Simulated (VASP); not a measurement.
## Band gap of KTaO3 at several levels of theory

How does the band gap of KTaO3 depend on the functional? The starting structure is a measured crystal structure from the Crystallography Open Database. Cell and atoms stay as given. Meshes and data sets differ where the inputs say so.

Method: Kohn-Sham DFT with plane waves and PAW; LDA, PBE, r2SCAN, TB-mBJ, LDA + spin-orbit coupling, r2SCAN + spin-orbit coupling, TB-mBJ + spin-orbit coupling and HSE06, in VASP 6.6.1.

## Step 1: The structure

Symmetry: Pm-3m, No. 221, cubic system. Conventional cell: a = 3.988 Å, b = 3.988 Å, c = 3.988 Å, α = 90.00°, β = 90.00°, γ = 90.00°. Nearest to Ta lie 6 O at 1.99 Å. Nearest to K lie 12 O at 2.82 Å. O has 2 Ta at 1.99 Å and 4 K at 2.82 Å nearest. Farther neighbours and most contacts between anions are not listed.

As a file:

```cif
data_structure
_symmetry_space_group_name_H-M 'P 1'
_symmetry_Int_Tables_number 1
_cell_length_a 3.9883
_cell_length_b 3.9883
_cell_length_c 3.9883
_cell_angle_alpha 90.000
_cell_angle_beta 90.000
_cell_angle_gamma 90.000
_cell_volume 63.44
loop_
_atom_site_label
_atom_site_type_symbol
_atom_site_fract_x
_atom_site_fract_y
_atom_site_fract_z
_atom_site_occupancy
Ta1 Ta 0.00000 0.00000 0.00000 1
K2 K 0.50000 0.50000 0.50000 1
O3 O 0.00000 0.00000 0.50000 1
O4 O 0.00000 0.50000 0.00000 1
O5 O 0.50000 0.00000 0.00000 1
```

## Step 2: Bands with LDA

LDA, the lowest rung, knows the local density alone.

INCAR

```
SYSTEM = KTaO3
PREC = Accurate
ENCUT = 460
EDIFF = 1E-06
NELM = 100
ISMEAR = 0
SIGMA = 0.03
LREAL = .FALSE.
ALGO = Normal
GGA = CA
NBANDS = 34
LORBIT = 11
LWAVE = .FALSE.
LCHARG = .FALSE.
KPAR = 4
```

POSCAR

```
KTaO3
1.0
    3.9883000000      0.0000000000      0.0000000000
    0.0000000000      3.9883000000      0.0000000000
    0.0000000000      0.0000000000      3.9883000000
Ta K O
1 1 3
Direct
    0.0000000000      0.0000000000      0.0000000000
    0.5000000000      0.5000000000      0.5000000000
    0.0000000000      0.0000000000      0.5000000000
    0.0000000000      0.5000000000      0.0000000000
    0.5000000000      0.0000000000      0.0000000000
```

KPOINTS

```
Automatic mesh
0
Gamma
6 6 6
0 0 0
```

KPOINTS_OPT

```
Line mode
8
Line-mode
Reciprocal
  0.00000000   0.00000000   0.00000000 GAMMA
  0.00000000   0.50000000   0.00000000 X

  0.00000000   0.50000000   0.00000000 X
  0.50000000   0.50000000   0.00000000 M

  0.50000000   0.50000000   0.00000000 M
  0.00000000   0.00000000   0.00000000 GAMMA

  0.00000000   0.00000000   0.00000000 GAMMA
  0.50000000   0.50000000   0.50000000 R

  0.50000000   0.50000000   0.50000000 R
  0.00000000   0.50000000   0.00000000 X

  0.50000000   0.50000000   0.00000000 M
  0.50000000   0.50000000   0.50000000 R
```

Potentials, in the order of the species: Ta_pv, K_sv and O (LDA family, release 64).

Run with:

```bash
mpirun -np 4 vasp_std
```

Log:

```text
[banner, memory and clock lines left out]
running    4 mpi-ranks, on    1 nodes
 distrk:  each k-point on    1 cores,    4 groups
 distr:  one band on    1 cores,    1 groups

 POSCAR found type information on POSCAR TaK O
 POSCAR found :  3 types and       5 ions
 LDA part: xc-table for (Slater(with rela. corr.)+CA(PZ))
 , standard interpolation
 POSCAR, INCAR and KPOINTS ok, starting setup
 FFT: planning ... GRIDC
 FFT: planning ... GRID_SOFT
 FFT: planning ... GRID
 WAVECAR not read
 entering main loop
       N       E                     dE             d eps       ncg     rms          rms(c)
DAV:   1     0.294412869694E+03    0.29441E+03   -0.18401E+04  1360   0.102E+03
DAV:   2    -0.357029370806E+02   -0.33012E+03   -0.31332E+03  1576   0.332E+02
DAV:   3    -0.528805162034E+02   -0.17178E+02   -0.17033E+02  1928   0.726E+01
DAV:   4    -0.533516432120E+02   -0.47113E+00   -0.47012E+00  1880   0.813E+00
DAV:   5    -0.533559286290E+02   -0.42854E-02   -0.42850E-02  1694   0.760E-01    0.339E+01
DAV:   6    -0.454504943275E+02    0.79054E+01   -0.19186E+01  1500   0.308E+01    0.128E+01
DAV:   7    -0.451656253672E+02    0.28487E+00   -0.15079E+00  1602   0.697E+00    0.949E+00
DAV:   8    -0.450857671478E+02    0.79858E-01   -0.48268E-01  1592   0.457E+00    0.360E+00
DAV:   9    -0.450541997011E+02    0.31567E-01   -0.42033E-02  1624   0.144E+00    0.437E-01
DAV:  10    -0.450516350036E+02    0.25647E-02   -0.11099E-02  1750   0.596E-01    0.189E-01
DAV:  11    -0.450514690167E+02    0.16599E-03   -0.68222E-04  1740   0.167E-01    0.225E-02
DAV:  12    -0.450514688329E+02    0.18377E-06   -0.60263E-05  1604   0.527E-02    0.172E-02
DAV:  13    -0.450514694294E+02   -0.59645E-06   -0.23456E-06  1526   0.972E-03
   1 F= -.45051469E+02 E0= -.45051469E+02  d E =-.872633E-17
 Start KPOINTS_OPT (optional k-point list driver)
k-point batch [1-20\48]
       N       E                     dE             ncg
DAV:   1    -0.134211753250E+04   -0.16815E+05     1368
DAV:   2    -0.771060548284E+04   -0.63685E+04     1560
DAV:   3    -0.805905652775E+04   -0.34845E+03     1928
DAV:   4    -0.807091002938E+04   -0.11854E+02     1886
DAV:   5    -0.807101768608E+04   -0.10766E+00     1810
DAV:   6    -0.807101995824E+04   -0.22722E-02     1760
DAV:   7    -0.807101997775E+04   -0.19515E-04     1732
DAV:   8    -0.807101997802E+04   -0.26391E-06     1176
[...]
k-point batch [41-48\48]
       N       E                     dE             ncg
DAV:   1     0.135462501616E+05   -0.11201E+05      544
DAV:   2     0.109535322387E+05   -0.25927E+04      620
DAV:   3     0.108144131133E+05   -0.13912E+03      832
DAV:   4     0.108111388435E+05   -0.32743E+01      708
DAV:   5     0.108110727627E+05   -0.66081E-01      726
DAV:   6     0.108110712979E+05   -0.14648E-02      700
DAV:   7     0.108110712865E+05   -0.11448E-04      712
DAV:   8     0.108110712863E+05   -0.13447E-06      480
```

Elapsed: 26 s, on 4 MPI ranks of Intel Xeon Platinum 8488C (Sapphire Rapids), shared host; peak memory 0.68 GiB.

Lines that name or quote the potential files are left out of all logs, and their timing lines are given in words.

Parts of OUTCAR (step 2):

```text
ion  position               nearest neighbor table
   1  0.000  0.000  0.000-   3 1.99   4 1.99   5 1.99   3 1.99   4 1.99   5 1.99   2 3.45   2 3.45
                             2 3.45   2 3.45   2 3.45   2 3.45   2 3.45   2 3.45
   2  0.500  0.500  0.500-   3 2.82   4 2.82   5 2.82   4 2.82   5 2.82   3 2.82   5 2.82   5 2.82
                             3 2.82   4 2.82   4 2.82   3 2.82   1 3.45   1 3.45   1 3.45   1 3.45
   3  0.000  0.000  0.500-   1 1.99   1 1.99   2 2.82   2 2.82   2 2.82   2 2.82
   4  0.000  0.500  0.000-   1 1.99   1 1.99   2 2.82   2 2.82   2 2.82   2 2.82
   5  0.500  0.000  0.000-   1 1.99   1 1.99   2 2.82   2 2.82   2 2.82   2 2.82

  LATTYP: Found a simple cubic cell.
 ALAT       =     3.9883000000

 Subroutine GETGRP returns: Found 48 space group operations
 (whereof 48 operations were pure point group operations)

The static configuration has the point symmetry O_h .

 Found     20 irreducible k-points:

   k-points           NKPTS =     20   k-points in BZ     NKDIM =     20   number of bands    NBANDS=     34

   dimension x,y,z NGX =    28 NGY =   28 NGZ =   28
   dimension x,y,z NGXF=    56 NGYF=   56 NGZF=   56

   ENCUT  =  460.0 eV  33.81 Ry    5.81 a.u.   6.97  6.97  6.97*2*pi/ulx,y,z

   NELECT =      38.0000    total number of electrons

 k-points in reciprocal lattice and weights: Automatic mesh
   0.00000000  0.00000000  0.00000000       0.005
   0.16666667  0.00000000  0.00000000       0.028
   0.33333333  0.00000000  0.00000000       0.028
   0.50000000  0.00000000  0.00000000       0.014
   0.16666667  0.16666667  0.00000000       0.056
   0.33333333  0.16666667  0.00000000       0.111
   0.50000000  0.16666667  0.00000000       0.056
   0.33333333  0.33333333  0.00000000       0.056
   0.50000000  0.33333333  0.00000000       0.056
[...]
0.50000000  0.50000000  0.33333333       0.028
   0.50000000  0.50000000  0.50000000       0.005

 average (electrostatic) potential at core
       1 -41.2792       2 -32.1990       3 -73.0230       4 -73.0230       5 -73.0230

 E-fermi :   1.6895

 k-point     1 :       0.0000    0.0000    0.0000
  band No.  band energies     occupation
    ...
     15       0.4436      2.00000
     16       0.4436      2.00000
     17       0.8959      2.00000
     18       0.8959      2.00000
     19       0.8959      2.00000
     20       3.5428      0.00000
     21       3.5428      0.00000
     22       3.5428      0.00000
     23       7.8993      0.00000
     24       8.2830      0.00000
    ...

 k-point     2 :       0.1667    0.0000    0.0000
  band No.  band energies     occupation
    ...
     15       0.0285      2.00000
     16       0.2092      2.00000
     17       0.3124      2.00000
     18       0.7801      2.00000
     19       0.7801      2.00000
     20       3.5826      0.00000
     21       4.3652      0.00000
     22       4.3652      0.00000
     23       8.2969      0.00000
     24       8.3508      0.00000
    ...

 k-point     3 :       0.3333    0.0000    0.0000
  band No.  band energies     occupation
    ...
     15      -0.5916      2.00000
     16      -0.4508      2.00000
     17       0.0702      2.00000
     18       0.6956      2.00000
     19       0.6956      2.00000
     20       3.6649      0.00000
     21       5.7633      0.00000
     22       5.7633      0.00000
     23       8.3153      0.00000
     24       9.2848      0.00000
    ...

  Total       -2.0192615     -2.0192615     -2.0192615      0.0000000      0.0000000      0.0000000
  in kB      -50.9964214    -50.9964214    -50.9964214      0.0000000      0.0000000      0.0000000
  external PRESSURE =     -50.9964214 kB  Pullay stress =       0.0000000 kB

  energy-cutoff  :      460.00
  volume of cell :       63.44
      direct lattice vectors                 reciprocal lattice vectors
     3.988300000  0.000000000  0.000000000     0.250733395  0.000000000  0.000000000
     0.000000000  3.988300000  0.000000000     0.000000000  0.250733395  0.000000000
     0.000000000  0.000000000  3.988300000     0.000000000  0.000000000  0.250733395

 POSITION                                       TOTAL-FORCE (eV/Angst)
 -----------------------------------------------------------------------------------
      0.00000      0.00000      0.00000         0.000000      0.000000      0.000000
      1.99415      1.99415      1.99415         0.000000      0.000000      0.000000
      0.00000      0.00000      1.99415         0.000000      0.000000      0.000000
      0.00000      1.99415      0.00000         0.000000      0.000000      0.000000
      1.99415      0.00000      0.00000         0.000000      0.000000      0.000000
 -----------------------------------------------------------------------------------
    total drift:                                0.000000      0.000000     -0.000000

  FREE ENERGIE OF THE ION-ELECTRON SYSTEM (eV)
  ---------------------------------------------------
  free  energy   TOTEN  =       -45.0514694294 eV

  energy  without entropy=      -45.0514694294  energy(sigma->0) =      -45.05146943

 total charge
# of ion       s       p       d       tot
------------------------------------------
    1        0.349   6.359   2.085   8.793
    2        1.959   5.579   0.050   7.589
    3        1.559   3.498   0.000   5.057
    4        1.559   3.498   0.000   5.057
    5        1.559   3.498   0.000   5.057
--------------------------------------------------
tot          6.984  22.433   2.135  31.552

[... 3 further parts left out ...]
```

Spin-orbit coupling is off here; with elements this heavy it can split and shift levels by tenths of an eV. At this level the cell is under a tension of 5.1 GPa, so at these settings it is away from equilibrium.

LDA gives a least gap of 2.020 eV, and a least direct gap of 2.647 eV.

## Step 3: Bands with PBE

PBE, the usual starting point, adds the gradient of the density.

Changes to INCAR since step 2:

```diff
@@ -9,3 +9,3 @@
 ALGO = Normal
-GGA = CA
+GGA = PE
 NBANDS = 34
```

POSCAR is that of step 2.

KPOINTS is that of step 2.

KPOINTS_OPT is that of step 2.

PAW data sets: Ta_pv, K_sv and O (PBE family, release 64).

Run with:

```bash
mpirun -np 4 vasp_std
```

Log:

```text
[banner, memory and clock lines left out]
running    4 mpi-ranks, on    1 nodes
[...]
LDA part: xc-table for (Slater+PW92), standard interpolation
 POSCAR, INCAR and KPOINTS ok, starting setup
[...]
entering main loop
       N       E                     dE             d eps       ncg     rms          rms(c)
DAV:   1     0.293235210419E+03    0.29324E+03   -0.18546E+04  1360   0.102E+03
DAV:   2    -0.324241537457E+02   -0.32566E+03   -0.31107E+03  1592   0.330E+02
DAV:   3    -0.491296574005E+02   -0.16706E+02   -0.16569E+02  1936   0.719E+01
DAV:   4    -0.495849752533E+02   -0.45532E+00   -0.45454E+00  1872   0.750E+00
[...]
DAV:  12    -0.410394437190E+02   -0.18180E-04   -0.50359E-05  1556   0.533E-02    0.492E-02
DAV:  13    -0.410394387358E+02    0.49832E-05   -0.36866E-05  1672   0.358E-02    0.591E-03
DAV:  14    -0.410394390704E+02   -0.33461E-06   -0.94228E-07  1472   0.593E-03
   1 F= -.41039439E+02 E0= -.41039439E+02  d E =-.823781E-41
 Start KPOINTS_OPT (optional k-point list driver)
k-point batch [1-20\48]
       N       E                     dE             ncg
DAV:   1    -0.130959790802E+04   -0.16782E+05     1360
DAV:   2    -0.760005971983E+04   -0.62905E+04     1558
DAV:   3    -0.794335894739E+04   -0.34330E+03     1920
DAV:   4    -0.795385853572E+04   -0.10500E+02     1926
DAV:   5    -0.795395459261E+04   -0.96057E-01     1808
DAV:   6    -0.795395603183E+04   -0.14392E-02     1784
DAV:   7    -0.795395603908E+04   -0.72452E-05     1674
DAV:   8    -0.795395603918E+04   -0.10265E-06     1158
[...]
k-point batch [41-48\48]
       N       E                     dE             ncg
DAV:   1     0.135491674279E+05   -0.11198E+05      544
DAV:   2     0.109948396242E+05   -0.25543E+04      620
DAV:   3     0.108611211331E+05   -0.13372E+03      832
DAV:   4     0.108579948045E+05   -0.31263E+01      712
DAV:   5     0.108579373410E+05   -0.57463E-01      702
DAV:   6     0.108579364528E+05   -0.88818E-03      710
DAV:   7     0.108579364463E+05   -0.64478E-05      696
DAV:   8     0.108579364462E+05   -0.87577E-07      476
```

It took 36 s on 4 MPI ranks; peak memory 0.71 GiB; 2 min of CPU time.

From OUTCAR (step 3):

```text
  Total        2.1389646      2.1389646      2.1389646      0.0000000     -0.0000000      0.0000000
  in kB       54.0195202     54.0195202     54.0195202      0.0000000     -0.0000000      0.0000000
  external PRESSURE =      54.0195202 kB  Pullay stress =       0.0000000 kB

 POSITION                                       TOTAL-FORCE (eV/Angst)
 -----------------------------------------------------------------------------------
      0.00000      0.00000      0.00000         0.000000      0.000000      0.000000
      1.99415      1.99415      1.99415         0.000000      0.000000      0.000000
      0.00000      0.00000      1.99415         0.000000      0.000000      0.000000
      0.00000      1.99415      0.00000         0.000000      0.000000      0.000000
      1.99415      0.00000      0.00000         0.000000      0.000000      0.000000
 -----------------------------------------------------------------------------------
    total drift:                               -0.000000      0.000000     -0.000000

  FREE ENERGIE OF THE ION-ELECTRON SYSTEM (eV)
  ---------------------------------------------------
  free  energy   TOTEN  =       -41.0394390704 eV

  energy  without entropy=      -41.0394390704  energy(sigma->0) =      -41.03943907

[... 2 parts as in an earlier step ...]

[... 1 further part left out ...]
[key lines of the parts left out:]
E-fermi :   2.0809
```

PBE gives a least gap of 2.173 eV, and a least direct gap of 2.796 eV. The least gap is +0.153 eV from that of LDA.

## Step 4: Bands with r2SCAN

r2SCAN adds the kinetic-energy density, costs more than a GGA and is run with LASPH.

Changes to INCAR since step 3:

```diff
@@ -9,3 +9,4 @@
 ALGO = Normal
-GGA = PE
+METAGGA = R2SCAN
+LASPH = .TRUE.
 NBANDS = 34
```

POSCAR is that of step 3.

KPOINTS is that of step 3.

KPOINTS_OPT is that of step 3.

Run with:

```bash
mpirun -np 4 vasp_std
```

Log:

```text
[banner, memory and clock lines left out]
running    4 mpi-ranks, on    1 nodes
[...]
|                                                                             |
|               ----> ADVICE to this user running VASP <----                  |
|                                                                             |
|     You enforced a specific xc type in the INCAR file but a different       |
|     [... a line on the potential file left out ...]
|     I HOPE YOU KNOW WHAT YOU ARE DOING!                                     |
|                                                                             |

 LDA part: xc-table for (None), standard interpolation
 POSCAR, INCAR and KPOINTS ok, starting setup
[...]
entering main loop
       N       E                     dE             d eps       ncg     rms          rms(c)
DAV:   1     0.241308153430E+03    0.24131E+03   -0.18904E+04  1360   0.104E+03
DAV:   2    -0.894424907788E+02   -0.33075E+03   -0.31498E+03  1592   0.339E+02
[...]
DAV:  14    -0.871723261787E+02   -0.12939E-06   -0.58778E-07  1042   0.526E-03
   1 F= -.87172326E+02 E0= -.87172326E+02  d E =-.353314E-34
 Start KPOINTS_OPT (optional k-point list driver)
k-point batch [1-20\48]
       N       E                     dE             ncg
DAV:   1    -0.177196702738E+04   -0.17245E+05     1368
DAV:   2    -0.825919965807E+04   -0.64872E+04     1592
DAV:   3    -0.860297595505E+04   -0.34378E+03     1896
DAV:   4    -0.861361249710E+04   -0.10637E+02     1842
DAV:   5    -0.861371961211E+04   -0.10712E+00     1748
DAV:   6    -0.861372169922E+04   -0.20871E-02     1750
DAV:   7    -0.861372172812E+04   -0.28899E-04     1648
DAV:   8    -0.861372172979E+04   -0.16761E-05     1172
DAV:   9    -0.861372172982E+04   -0.32345E-07     1024
[...]
k-point batch [41-48\48]
       N       E                     dE             ncg
DAV:   1     0.133681206026E+05   -0.11380E+05      544
DAV:   2     0.107323124725E+05   -0.26358E+04      618
DAV:   3     0.105954917432E+05   -0.13682E+03      824
DAV:   4     0.105923242019E+05   -0.31675E+01      688
DAV:   5     0.105922970995E+05   -0.27102E-01      704
DAV:   6     0.105922967616E+05   -0.33788E-03      686
DAV:   7     0.105922967564E+05   -0.51817E-05      682
DAV:   8     0.105922967563E+05   -0.94959E-07      492
```

Wall time 87 s (4 MPI ranks); peak memory 0.74 GiB; 5.2 min of CPU time.

OUTCAR, selected parts (step 4):

```text
  Total        0.2325061      0.2325061      0.2325061     -0.0000000      0.0000000     -0.0000000
  in kB        5.8719373      5.8719373      5.8719373     -0.0000000      0.0000000     -0.0000000
  external PRESSURE =       5.8719373 kB  Pullay stress =       0.0000000 kB

  FREE ENERGIE OF THE ION-ELECTRON SYSTEM (eV)
  ---------------------------------------------------
  free  energy   TOTEN  =       -87.1723261787 eV

  energy  without entropy=      -87.1723261787  energy(sigma->0) =      -87.17232618

[... 3 parts as in an earlier step ...]

[... 1 further part left out ...]
[key lines of the parts left out:]
E-fermi :   1.6721
```

r2SCAN gives a least gap of 2.598 eV, and a least direct gap of 3.252 eV. The least gap is +0.578 eV from that of LDA.

[end of part 1 of 3]

[Lines on the potential files, build, host, timing and source positions are cut from VASP's logs without a mark.]

[Logs are printed without paths, hosts, clocks, repeated set-up lines and the standing remarks that a program may print on its own settings, such as how far it seeks lower states.]

[Hosts, paths, dates, database ids (printed as entryN), source tags and the programs' standing remarks are cut or masked in the printed files.]
